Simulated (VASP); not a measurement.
Input of a VASP 6.6.1 run:

File INCAR:

```
PREC = Normal ; ENCUT = 450
EDIFF = 1E-6 ; ISMEAR = 0
SIGMA = 0.01 ; LREAL = Auto
LASPH = T ; NELM = 150
ALGO = Normal ; ISIF = 2
LWAVE = F ; LCHARG = F
ISPIN = 2 ; MAGMOM = 0.2 0 0 0 0 0 0 0 0 0 0 0 0 0 0 0 0 0 0 0 0 0 0 0 0 0 0 0 0 0 0 0 0 0 0.2 0 0.2 0.2 0 0 0.2 0 0 0 0 0 0 0
LORBIT = 11 ; GGA = PE
IBRION = 2 ; NSW = 70
EDIFFG = -0.025 ; AMIX = 0.2
BMIX = 1E-4 ; AMIX_MAG = 0.8
BMIX_MAG = 1E-4 ; ICORELEVEL = 1
LUSENCCL = F
```

Contents of KPOINTS:

```
Automatic mesh
0
Monkhorst-Pack
  2 2 2
```

POSCAR

```
Ga23CN24
1.0
   -3.2177240000     -5.5732640000      5.2440550000
    6.4354500000      0.0000000000      5.2440550000
   -3.2177260000      5.5732640000      5.2440550000
C Ga N
1 23 24
Direct
    0.8330620000      0.4997285000      0.6663955000
    0.6663953300      0.3330618300      0.9997288300
    0.9997286700      0.6663951700      0.3330621700
    0.6663953300      0.8330618300      0.4997288300
    0.9997286700      0.1663951700      0.8330621700
    0.1663953300      0.3330618300      0.4997288300
    0.4997286700      0.6663951700      0.8330621700
    0.8330620000      0.9997285000      0.1663955000
    0.3330620000      0.4997285000      0.1663955000
    0.3330620000      0.9997285000      0.6663955000
    0.1663953300      0.8330618300      0.9997288300
    0.4997286700      0.1663951700      0.3330621700
    0.6663953300      0.4997288300      0.3330618300
    0.4997286700      0.3330621700      0.6663951700
    0.8330620000      0.6663955000      0.9997285000
    0.4997286700      0.8330621700      0.1663951700
    0.8330620000      0.1663955000      0.4997285000
    0.9997286700      0.3330621700      0.1663951700
    0.3330620000      0.6663955000      0.4997285000
    0.6663953300      0.9997288300      0.8330618300
    0.1663953300      0.4997288300      0.8330618300
    0.1663953300      0.9997288300      0.3330618300
    0.9997286700      0.8330621700      0.6663951700
    0.3330620000      0.1663955000      0.9997285000
    0.6252713300      0.2919378300      0.4586048300
    0.4586046700      0.1252711700      0.7919381700
    0.7919380000      0.4586045000      0.1252715000
    0.4586046700      0.6252711700      0.2919381700
    0.7919380000      0.9586045000      0.6252715000
    0.9586046700      0.1252711700      0.2919381700
    0.2919380000      0.4586045000      0.6252715000
    0.6252713300      0.7919378300      0.9586048300
    0.1252713300      0.2919378300      0.9586048300
    0.1252713300      0.7919378300      0.4586048300
    0.9586046700      0.6252711700      0.7919381700
    0.2919380000      0.9586045000      0.1252715000
    0.7919380000      0.6252715000      0.4586045000
    0.6252713300      0.4586048300      0.7919378300
    0.9586046700      0.7919381700      0.1252711700
    0.6252713300      0.9586048300      0.2919378300
    0.9586046700      0.2919381700      0.6252711700
    0.1252713300      0.4586048300      0.2919378300
    0.4586046700      0.7919381700      0.6252711700
    0.7919380000      0.1252715000      0.9586045000
    0.2919380000      0.6252715000      0.9586045000
    0.2919380000      0.1252715000      0.4586045000
    0.1252713300      0.9586048300      0.7919378300
    0.4586046700      0.2919381700      0.1252711700
```

Potentials or basis: VASP PAW PBE potentials, release 64 (C, Ga_d, N).

Command:

```bash
$ cat potpaw_PBE.64/C/POTCAR potpaw_PBE.64/Ga_d/POTCAR potpaw_PBE.64/N/POTCAR > POTCAR
$ mpirun -np 1 vasp_std > vasp.out
```

Q: What does it give for the net moment?

A: 0.50 μB per cell.

Q: What does it give for the energy gained by relaxing?

A: 39.2 meV/atom.

Core levels (eV, on the scale of the bands):
| atom | levels |
| --- | --- |
| 1 C | 1s -263.6 |
| 2 Ga | 1s -10217.7, 2s -1251.0, 2p -1087.5, 3s -137.3, 3p -88.0 |
| 3 Ga | 1s -10217.6, 2s -1251.0, 2p -1087.5, 3s -137.3, 3p -88.0 |
| 4 Ga | 1s -10217.7, 2s -1251.0, 2p -1087.5, 3s -137.3, 3p -88.0 |
| 5 Ga | 1s -10217.6, 2s -1251.0, 2p -1087.5, 3s -137.3, 3p -88.0 |
| 6 Ga | 1s -10217.7, 2s -1251.0, 2p -1087.5, 3s -137.3, 3p -88.0 |

Caveat: the k mesh is coarse (spacing up to 0.38 Å⁻¹), so the values aren't converged.
